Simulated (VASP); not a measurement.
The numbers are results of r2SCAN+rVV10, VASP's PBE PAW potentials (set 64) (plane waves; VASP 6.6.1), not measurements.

VASP ran on this input.

**POSCAR**
```
Co
1
    1.2163442260    -2.1067702184     0.0000000000
    1.2163442260     2.1067702184     0.0000000000
    0.0000000000     0.0000000000     3.9662154457
Co
2
Direct
  0.3333330000   0.6666670000   0.2500000000
  0.6666670000   0.3333330000   0.7500000000
```

**INCAR**
```
# general
SYSTEM   = Co
PREC     = Accurate
ENCUT    = 520   # plane-wave cut-off (eV)
LREAL    = .FALSE.   # projection in real space or not
LASPH    = .TRUE.

# electronic loop
EDIFF    = 1E-7   # SCF stop (eV)
NELM     = 100   # most electronic steps
ALGO     = Normal
LMAXMIX  = 4
LMIXTAU  = .TRUE.

# smearing
ISMEAR   = 1   # Methfessel-Paxton
SIGMA    = 0.1

# functional
METAGGA  = R2SCAN
LUSE_VDW = .TRUE.
BPARAM   = 11.95
CPARAM   = 0.0093

# spin
ISPIN    = 2   # spin-polarised
MAGMOM   = 1.7 1.7

# ions
IBRION   = 2   # conjugate gradients
NSW      = 30   # most ionic steps
ISIF     = 4
EDIFFG   = -0.01

# output
LWAVE    = .FALSE.
LCHARG   = .FALSE.
LORBIT   = 10
```

File KPOINTS:
```
Automatic mesh
0
Gamma
17 17 9
0 0 0
```

POTCAR, in this order: Co (PBE.64 set). Program: vasp_std.

Output

OSZICAR:
```
       N       E                     dE             d eps       ncg     rms          rms(c)
DAV:   1     0.689644443573E+02    0.68964E+02   -0.86051E+03 10060   0.167E+03
DAV:   2    -0.285749312546E+02   -0.97539E+02   -0.90498E+02  9928   0.266E+02
DAV:   3    -0.310401447333E+02   -0.24652E+01   -0.24090E+01 11741   0.602E+01
DAV:   4    -0.310818415334E+02   -0.41697E-01   -0.41687E-01 14599   0.580E+00
DAV:   5    -0.310821430713E+02   -0.30154E-03   -0.30153E-03 12204   0.517E-01    0.189E+01
DAV:   6    -0.267081389726E+02    0.43740E+01   -0.22295E+01 11083   0.100E+02    0.970E+00
DAV:   7    -0.260094635293E+02    0.69868E+00   -0.25515E+00 11930   0.323E+01    0.562E+00
DAV:   8    -0.260254161820E+02   -0.15953E-01   -0.78063E-02 12944   0.266E+00    0.220E+00
DAV:   9    -0.260025755030E+02    0.22841E-01   -0.15239E-02 14321   0.194E+00    0.682E-01
DAV:  10    -0.259998043520E+02    0.27712E-02   -0.11066E-02 12880   0.192E+00    0.274E-01
DAV:  11    -0.259998168588E+02   -0.12507E-04   -0.10198E-03 12075   0.547E-01    0.126E-01
DAV:  12    -0.259998403381E+02   -0.23479E-04   -0.44246E-05 14894   0.116E-01    0.634E-02
DAV:  13    -0.259998580871E+02   -0.17749E-04   -0.28677E-05 11345   0.730E-02    0.628E-03
DAV:  14    -0.259998652071E+02   -0.71200E-05   -0.22097E-06 11543   0.208E-02    0.384E-03
DAV:  15    -0.259998634789E+02    0.17282E-05   -0.89518E-08  8901   0.498E-03    0.169E-03
DAV:  16    -0.259998629545E+02    0.52435E-06   -0.57070E-08  5930   0.343E-03    0.808E-04
DAV:  17    -0.259998632470E+02   -0.29249E-06   -0.22766E-08  5440   0.210E-03    0.268E-04
DAV:  18    -0.259998631370E+02    0.10999E-06   -0.61715E-09  5370   0.112E-03    0.983E-05
DAV:  19    -0.259998631356E+02    0.13954E-08   -0.21256E-09  5286   0.439E-04
   1 F= -.25999863E+02 E0= -.25999731E+02  d E =-.259999E+02  mag=     3.3630
       N       E                     dE             d eps       ncg     rms          rms(c)
DAV:   1    -0.260020946815E+02   -0.22315E-02   -0.79705E-02 11230   0.249E+00    0.298E-01
DAV:   2    -0.260003978362E+02    0.16968E-02   -0.12679E-03 12347   0.605E-01    0.157E-01
DAV:   3    -0.260001446676E+02    0.25317E-03   -0.62078E-04 11568   0.290E-01    0.452E-02
DAV:   4    -0.260002359564E+02   -0.91289E-04   -0.81667E-05 11585   0.126E-01    0.109E-02
DAV:   5    -0.260002362161E+02   -0.25975E-06   -0.11226E-05 12992   0.450E-02    0.745E-03
DAV:   6    -0.260002365114E+02   -0.29533E-06   -0.18386E-06 12415   0.174E-02    0.402E-03
DAV:   7    -0.260002365729E+02   -0.61449E-07   -0.32536E-07 10102   0.783E-03
   2 F= -.26000237E+02 E0= -.26000147E+02  d E =-.373437E-03  mag=     3.3585
       N       E                     dE             d eps       ncg     rms          rms(c)
DAV:   1    -0.260002766372E+02   -0.40126E-04   -0.13701E-03 11195   0.327E-01    0.392E-02
DAV:   2    -0.260002546171E+02    0.22020E-04   -0.22226E-05 12235   0.792E-02    0.207E-02
DAV:   3    -0.260002358292E+02    0.18788E-04   -0.11139E-05 11426   0.385E-02    0.596E-03
DAV:   4    -0.260002452690E+02   -0.94398E-05   -0.15378E-06 11581   0.173E-02    0.142E-03
DAV:   5    -0.260002449862E+02    0.28280E-06   -0.18618E-07  8681   0.603E-03    0.967E-04
DAV:   6    -0.260002450977E+02   -0.11156E-06   -0.28211E-08  5153   0.215E-03    0.493E-04
DAV:   7    -0.260002451256E+02   -0.27823E-07   -0.98656E-09  5090   0.115E-03
   3 F= -.26000245E+02 E0= -.26000151E+02  d E =-.381990E-03  mag=     3.3591
```

**OUTCAR**
```
------------------------ aborting loop because EDIFF is reached ----------------------------------------
  FORCE on cell =-STRESS in cart. coord.  units (eV):
  Direction    XX          YY          ZZ          XY          YZ          ZX
  --------------------------------------------------------------------------------------
  Total        1.0560139      1.0560142      1.0533813     -0.0000000      0.0000000      0.0000000
  in kB       83.2339037     83.2339219     83.0264029     -0.0000000      0.0000000      0.0000000
  external PRESSURE =      83.1647428 kB  Pullay stress =       0.0000000 kB
  volume of cell :       20.33
      direct lattice vectors                 reciprocal lattice vectors
     1.218327780 -2.110205845 -0.000000000     0.410398588 -0.236943709  0.000000000
     1.218327780  2.110205845  0.000000000     0.410398588  0.236943709 -0.000000000
     0.000000000  0.000000000  3.953311185    -0.000000000 -0.000000000  0.252952513
 POSITION                                       TOTAL-FORCE (eV/Angst)
 -----------------------------------------------------------------------------------
      1.21833      0.70340      0.98833         0.000000      0.000000      0.000000
      1.21833     -0.70340      2.96498        -0.000000     -0.000000      0.000000
 -----------------------------------------------------------------------------------
    total drift:                                0.000000     -0.000010     -0.000028
  FREE ENERGIE OF THE ION-ELECTRON SYSTEM (eV)
  ---------------------------------------------------
  free  energy   TOTEN  =       -26.0002451256 eV

  energy  without entropy=      -25.9999623921  energy(sigma->0) =      -26.00015088

 total charge

# of ion       s       p       d       tot
------------------------------------------
    1        0.538   0.619   7.276   8.433
    2        0.538   0.619   7.276   8.433
--------------------------------------------------
tot          1.075   1.239  14.552  16.866

 magnetization (x)

# of ion       s       p       d       tot
------------------------------------------
    1       -0.015  -0.091   1.835   1.729
    2       -0.015  -0.091   1.835   1.729
--------------------------------------------------
tot         -0.030  -0.182   3.670   3.457

 reached required accuracy - stopping structural energy minimisation
```
(Selected blocks of OUTCAR.)

### CONTCAR
```
Co
   1.00000000000000
     1.2183277798827270   -2.1102058453399324   -0.0000000000000000
     1.2183277798827270    2.1102058453399324    0.0000000000000000
     0.0000000000000000    0.0000000000000000    3.9533111848659503
  Co
     2
Direct
     0.3333330000000032    0.6666669999999968    0.2500000000000000
     0.6666669999999968    0.3333330000000032    0.7500000000000000
```

The compound is Co in the hcp structure. This cell is one point of a volume scan, at 0.97 of the reference volume. Symmetry was kept, so distortions that lower it aren't found.
